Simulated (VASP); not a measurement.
# HfZrSe3 (P3m1) in VASP: density of states with PBE

Aim: the density of states of HfZrSe3 with PBE.

All numbers are computed with VASP 6.6.1; they aren't measurements. Logs are shortened: lines on timing, memory, paths and dates and some standing lists are left out, and cuts for length are marked.

## Step 1: The crystal as given

Symmetry: P3m1, No. 156, trigonal system. Conventional cell: a = 3.757 Å, b = 3.757 Å, c = 10.109 Å, α = 90.00°, β = 90.00°, γ = 120.00°. Zr (site symmetry 3m) has 6 Se at 2.72 to 2.75 Å as nearest neighbours. Around Hf (site symmetry 3m) lie 6 Se at 2.68 to 2.70 Å. Se (site symmetry 3m) is surrounded by 3 Hf at 2.68 Å. Around Se (site symmetry 3m) lie 3 Hf at 2.70 Å and 3 Zr at 2.75 Å. Around Se (site symmetry 3m) lie 3 Zr at 2.72 Å.

The cell was built by a generator and needn't be a form met in nature.

## Step 2: Density of states, PBE

The input, POSCAR:

```
HfZrSe3
1.0
    3.7572630000      0.0000000000      0.0000000000
   -1.8786320000      3.2538850000      0.0000000000
    0.0000000000      0.0000000000     10.1088300000
Zr Hf Se
1 1 3
Direct
    0.3333330000      0.6666670000      0.4814480000
    0.0000000000      0.0000000000      0.1556470000
    0.3333330000      0.6666670000      0.0003420000
    0.6666670000      0.3333330000      0.3141250000
    0.6666670000      0.3333330000      0.6434730000
```

The input, INCAR.step1:

```
PREC = Accurate
ENCUT = 520
EDIFF = 1E-6
ISMEAR = 0
SIGMA = 0.1
LREAL = F
LASPH = T
NELM = 60
ALGO = Normal
ISIF = 2
LWAVE = F
LCHARG = T
LMAXMIX = 4
GGA = PE
NBANDS = 28
KPAR = 2
```

The input, KPOINTS.step1:

```
regular mesh
0
Gamma
  10 10 4
```

The input, INCAR.step2:

```
PREC = Accurate
ENCUT = 520
EDIFF = 1E-6
ISMEAR = -5
SIGMA = 0.1
LREAL = F
LASPH = T
NELM = 60
ALGO = Normal
ISIF = 2
LWAVE = F
LCHARG = F
LMAXMIX = 4
GGA = PE
LORBIT = 10
NBANDS = 28
KPAR = 2
NEDOS = 1001
ICHARG = 11
```

The input, KPOINTS.step2:

```
regular mesh
0
Gamma
  15 15 6
```

Potentials or basis: VASP PAW PBE potentials, release 64 (Zr_sv, Hf_pv, Se).

Started as:

```
cat potpaw_PBE.64/Zr_sv/POTCAR potpaw_PBE.64/Hf_pv/POTCAR potpaw_PBE.64/Se/POTCAR > POTCAR
cp INCAR.step1 INCAR
cp KPOINTS.step1 KPOINTS
mpirun -np 2 vasp_std > vasp.out
cp INCAR.step2 INCAR
cp KPOINTS.step2 KPOINTS
mpirun -np 2 vasp_std > vasp.out
```

OUTCAR:

```text
PREC = Accurate
   ENCUT = 520
   EDIFF = 1E-6
   ISMEAR = -5
   LREAL = F
   LASPH = T
   NELM = 60
   ISIF = 2
   GGA = PE
   LORBIT = 10
   ICHARG = 11

 ion  position               nearest neighbor table
   1  0.333  0.667  0.481-   5 2.72   5 2.72   5 2.72   4 2.75   4 2.75   4 2.75
   2  0.000  0.000  0.156-   3 2.68   3 2.68   3 2.68   4 2.70   4 2.70   4 2.70
   3  0.333  0.667  0.000-   2 2.68   2 2.68   2 2.68
   4  0.667  0.333  0.314-   2 2.70   2 2.70   2 2.70   1 2.75   1 2.75   1 2.75
   5  0.667  0.333  0.643-   1 2.72   1 2.72   1 2.72

  LATTYP: Found a hexagonal cell.
 ALAT       =     3.7572630000
 C/A-ratio  =     2.6904770840

  Lattice vectors:

 A1 = (   3.7572630000,   0.0000000000,   0.0000000000)
 A2 = (  -1.8786320000,   3.2538850000,   0.0000000000)
 A3 = (   0.0000000000,   0.0000000000,  10.1088300000)

Analysis of symmetry for initial positions (statically):
=====================================================================
 Subroutine PRICEL returns:
 Original cell was already a primitive cell.

 Routine SETGRP: Setting up the symmetry group for a
 hexagonal supercell.

 Subroutine GETGRP returns: Found  6 space group operations
 (whereof  6 operations were pure point group operations)
 out of a pool of 24 trial point group operations.

The static configuration has the point symmetry C_3v.

Analysis of symmetry for dynamics (positions and initial velocities):
=====================================================================
 Subroutine PRICEL returns:
 Original cell was already a primitive cell.

 Routine SETGRP: Setting up the symmetry group for a
 hexagonal supercell.

 Subroutine GETGRP returns: Found  6 space group operations
 (whereof  6 operations were pure point group operations)
 out of a pool of 24 trial point group operations.

The dynamic configuration has the point symmetry C_3v.

 Subroutine INISYM returns: Found  6 space group operations
 (whereof  6 operations are pure point group operations),
 and found     1 'primitive' translations

----------------------------------------------------------------------------------------

                                     Primitive cell

  volume of cell :     123.5875

  direct lattice vectors                    reciprocal lattice vectors
     3.757263000  0.000000000  0.000000000     0.266151185  0.153662509  0.000000000
    -1.878632000  3.253885000  0.000000000     0.000000000  0.307324936  0.000000000
     0.000000000  0.000000000 10.108830000     0.000000000  0.000000000  0.098923416

  length of vectors
     3.757263000  3.757263071 10.108830000     0.307324942  0.307324936  0.098923416

  position of ions in fractional coordinates (direct lattice)
     0.333333000  0.666667000  0.481448000
     0.000000000  0.000000000  0.155647000
     0.333333000  0.666667000  0.000342000
     0.666667000  0.333333000  0.314125000
     0.666667000  0.333333000  0.643473000

  ion indices of the primitive-cell ions
   primitive index   ion index
                 1           1
                 2           2
                 3           3
                 4           4
                 5           5

----------------------------------------------------------------------------------------

 KPOINTS: regular mesh

Automatic generation of k-mesh.
 Grid dimensions read from file:
 generate k-points for:   15   15    6

 Generating k-lattice:

  Cartesian coordinates                     Fractional coordinates (reciprocal lattice)
     0.017743412  0.010244167  0.000000000     0.066666667  0.000000000  0.000000000
     0.000000000  0.020488329  0.000000000     0.000000000  0.066666667  0.000000000
     0.000000000  0.000000000  0.016487236     0.000000000  0.000000000  0.166666667

  Length of vectors
     0.020488329  0.020488329  0.016487236

  Shift w.r.t. Gamma in fractional coordinates (k-lattice)
     0.000000000  0.000000000  0.000000000

 TETIRR: Found   1946 inequivalent tetrahedra from     8100

 Subroutine IBZKPT returns following result:
 ===========================================

 Found    146 irreducible k-points:

 Following reciprocal coordinates:
            Coordinates               Weight
  0.000000  0.000000  0.000000      1.000000
  0.066667  0.000000  0.000000      6.000000
  0.133333  0.000000  0.000000      6.000000
  0.200000  0.000000  0.000000      6.000000
  0.266667  0.000000  0.000000      6.000000
  0.333333  0.000000  0.000000      6.000000
[... 16 lines left out ...]
  0.333333  0.200000  0.000000     12.000000
  0.400000  0.200000  0.000000      6.000000
 [... further k-points ...]
   k-points           NKPTS =    146   k-points in BZ     NKDIM =    146   number of bands    NBANDS=     28
   number of dos      NEDOS =   1001   number of ions     NIONS =      5
   total plane-waves  NPLWV =  62720
   dimension x,y,z NGX =    28 NGY =   28 NGZ =   80
   dimension x,y,z NGXF=    56 NGYF=   56 NGZF=  160
   ions per type =               1   1   3
   NGX,Y,Z   is equivalent  to a cutoff of  12.39, 12.39, 13.16 a.u.
   NGXF,Y,Z  is equivalent  to a cutoff of  24.78, 24.78, 26.31 a.u.
 SYSTEM =  unknown system
   PREC   = accura    normal or accurate (medium, high low for compatibility)
   ISTART =      0    job   : 0-new  1-cont  2-samecut
   ICHARG =     11    charge: 1-file 2-atom 10-const
   ISPIN  =      1    spin polarized calculation?
   LNONCOLLINEAR =      F non collinear calculations
   LSORBIT =      F    spin-orbit coupling
   LASPH  =      T    aspherical Exc in radial PAW
   ENCUT  =  520.0 eV  38.22 Ry    6.18 a.u.   6.99  6.99 18.80*2*pi/ulx,y,z
   NELM   =     60;   NELMIN=  2; NELMDL=  0     # of ELM steps
   EDIFF  = 0.1E-05   stopping-criterion for ELM
   LREAL  =      F    real-space projection
[... 7 lines left out ...]
   TEBEG  =    0.0;   TEEND  =   0.0 temperature during run
   PSTRESS=    0.0 pullay stress
   NELECT =      40.0000    total number of electrons
   NUPDOWN=      -1.0000    fix difference up-down
   EMIN   =  10.00;   EMAX   =-10.00  energy-range for DOS
   EFERMI =   0.00;   METHOD = LEGACY
   ISMEAR =    -5;   SIGMA  =   0.10  broadening in eV -4-tet -1-fermi 0-gaus
   EFERMI_NEDOS =   21; number of points for ismear=-14 and -15
   IALGO  =     38    algorithm
   IMIX   =      4    mixing-type and parameters
     AMIX     =   0.40;   BMIX     =  1.00
     AMIX_MAG =   1.60;   BMIX_MAG =  1.00
  volume/ion in A,a.u.               =      24.72       166.80
  Fermi-wavevector in a.u.,A,eV,Ry     =   1.124009  2.124070 17.189561  1.263397
  Thomas-Fermi vector in A             =   2.260679
   LORBIT       =     10    0 simple, 1 ext, 2 COOP (PROOUT), +10 PAW based schemes
   GGA     = PE    functional components
   LHFCALC =     F    Hartree Fock is set to
   AEXX    =    0.0000 exact exchange contribution
   IVDW    =     0    specifies the selected vdW correction
   LEPSILON=     F    determine dielectric tensor
   LRPA    =     F    only Hartree local field effects (RPA)
 non-spin polarized calculation
 Fermi weights with tetrahedron method with Bloechl corrections
  energy-cutoff  :      520.00
  volume of cell :      123.59
 maximum number of plane-waves:      3354

 number of electron      40.0000000 magnetization

 Free energy of the ion-electron system (eV)
  ---------------------------------------------------
  ext. energy  EPLUGINS =         0.00000000
  ---------------------------------------------------
  free energy    TOTEN  =       -34.96677398 eV

  energy without entropy =      -34.96677398  energy(sigma->0) =      -34.96677398

 E-fermi :   5.2013     XC(G=0):  -9.6800

 val. band max:        5.1997796409   @ k =   0.0000   0.0000   0.5000
 cond. band min:       5.2589356946   @ k =   0.3333   0.0000   0.1667
 fundamental gap:      0.0591560537
 Fermi energy:         5.2013228394

 k-point     1 :       0.0000    0.0000    0.0000
  band No.  band energies     occupation
      1     -44.5945      2.00000
      2     -27.1229      2.00000
      3     -27.0803      2.00000
      4     -27.0803      2.00000
      5     -22.7214      2.00000
      6     -22.5469      2.00000
[... 20 lines left out ...]
     27       7.6497      0.00000
     28       7.6498      0.00000

 k-point     2 :       0.0667    0.0000    0.0000
  band No.  band energies     occupation
      1     -44.5940      2.00000
      2     -27.1216      2.00000
      3     -27.0861      2.00000
      4     -27.0816      2.00000
      5     -22.7192      2.00000
      6     -22.5557      2.00000
[... 20 lines left out ...]
     27       7.5987      0.00000
     28       7.6733      0.00000

 k-point     3 :       0.1333    0.0000    0.0000
  band No.  band energies     occupation
      1     -44.5923      2.00000
      2     -27.1182      2.00000
      3     -27.1024      2.00000
      4     -27.0853      2.00000
      5     -22.7132      2.00000
      6     -22.5807      2.00000
[... 20 lines left out ...]
     27       7.7075      0.00000
     28       7.8229      0.00000

 k-point     4 :       0.2000    0.0000    0.0000
  band No.  band energies     occupation
      1     -44.5898      2.00000
      2     -27.1269      2.00000
      3     -27.1125      2.00000
      4     -27.0907      2.00000
      5     -22.7043      2.00000
      6     -22.6172      2.00000
[... 578 lines left out ...]
     27       7.8026      0.00000
     28       8.1277      0.00000

 k-point    23 :       0.3333    0.2000    0.0000
  band No.  band energies     occupation
      1     -44.5802      2.00000
      2     -27.1939      2.00000
      3     -27.1364      2.00000
      4     -27.0924      2.00000
      5     -22.7216      2.00000
      6     -22.6697      2.00000
[... 20 lines left out ...]
     27       8.0446      0.00000
     28       8.1742      0.00000

 k-point    24 :       0.4000    0.2000    0.0000
  band No.  band energies     occupation
      1     -44.5798      2.00000
      2     -27.1965      2.00000
      3     -27.1394      2.00000
      4     -27.0914      2.00000
      5     -22.7257      2.00000
      6     -22.6680      2.00000
[... 20 lines left out ...]
     27       8.1674      0.00000
     28       8.2377      0.00000

 [... further k-points ...]
[... 5 lines left out ...]
  --------------------------------------------------------------------------------------
  -------------------------------------------------------------------------------------
  Total        0.0027174      0.0027174     -0.0347615     -0.0000000      0.0000000      0.0000000
  in kB        0.0352283      0.0352283     -0.4506446     -0.0000000      0.0000000      0.0000000
  external PRESSURE =      -0.1267293 kB  Pullay stress =       0.0000000 kB

 VOLUME and BASIS-vectors are now :
 -----------------------------------------------------------------------------
  energy-cutoff  :      520.00
  volume of cell :      123.59
      direct lattice vectors                 reciprocal lattice vectors
     3.757263000  0.000000000  0.000000000     0.266151185  0.153662509  0.000000000
    -1.878632000  3.253885000  0.000000000     0.000000000  0.307324936  0.000000000
     0.000000000  0.000000000 10.108830000     0.000000000  0.000000000  0.098923416

 POSITION                                       TOTAL-FORCE (eV/Angst)
 -----------------------------------------------------------------------------------
     -0.00000      2.16926      4.86688        -0.000000      0.000000     -0.012877
      0.00000      0.00000      1.57341         0.000000     -0.000000      0.014385
     -0.00000      2.16926      0.00346         0.000000     -0.000000      0.001982
      1.87863      1.08463      3.17544         0.000000     -0.000000     -0.006707
      1.87863      1.08463      6.50476         0.000000     -0.000000      0.003216
 -----------------------------------------------------------------------------------
    total drift:                                0.002704     -0.001561      0.000379

  FREE ENERGIE OF THE ION-ELECTRON SYSTEM (eV)
  ---------------------------------------------------
  free  energy   TOTEN  =       -34.9667739759 eV

  energy  without entropy=      -34.9667739759  energy(sigma->0) =      -34.96677398

 total charge

# of ion       s       p       d       tot
------------------------------------------
    1        2.147   5.968   1.626   9.740
    2        0.293   6.388   1.537   8.217
    3        1.464   2.382   0.034   3.880
    4        1.433   2.497   0.079   4.010
    5        1.464   2.364   0.030   3.858
--------------------------------------------------
tot          6.800  19.598   3.306  29.705
```

It took 4.1 min on 2 MPI ranks of Intel Xeon Platinum 8559C (Emerald Rapids), shared host; peak memory 0.61 GiB.

What came out:

```
Valence electrons inside the program's atomic spheres : Zr 9.74; Hf 8.22; Se 3.88, 4.01, 3.86
```

States per cell in windows of 1 eV (zero at the valence-band top; states under -8 eV left out):
```
from (eV)  total  Zr1_d  Hf2_d  Se5_p  Se4_p  Se3_p  Hf2_p
     -8.0   0.46   0.01   0.02   0.00   0.14   0.01   0.01
     -7.0   2.34   0.07   0.11   0.03   0.72   0.06   0.06
     -6.0   2.36   0.12   0.18   0.03   0.84   0.05   0.08
     -5.0   3.43   0.13   0.34   0.17   0.54   0.59   0.10
     -4.0   4.22   0.20   0.31   0.56   0.08   0.93   0.11
     -3.0   5.46   0.59   0.25   1.42   0.19   0.65   0.08
     -2.0   0.78   0.10   0.09   0.12   0.04   0.07   0.01
     -1.0   1.57   0.41   0.23   0.11   0.05   0.05   0.01
      0.0   3.31   0.71   1.15   0.07   0.07   0.09   0.01
      1.0   5.46   1.56   1.75   0.07   0.12   0.19   0.06
      2.0   6.22   2.21   1.30   0.36   0.08   0.12   0.10
      3.0   1.50   0.35   0.33   0.06   0.01   0.05   0.04
      4.0   0.00   0.00   0.00   0.00   0.00   0.00   0.00
      5.0   0.00   0.00   0.00   0.00   0.00   0.00   0.00
```

Caveat: this functional lacks dispersion, which binds the layers, so the pressure and a relaxed spacing across them are unreliable. The run has no spin-orbit coupling, so splittings on Hf are missing.
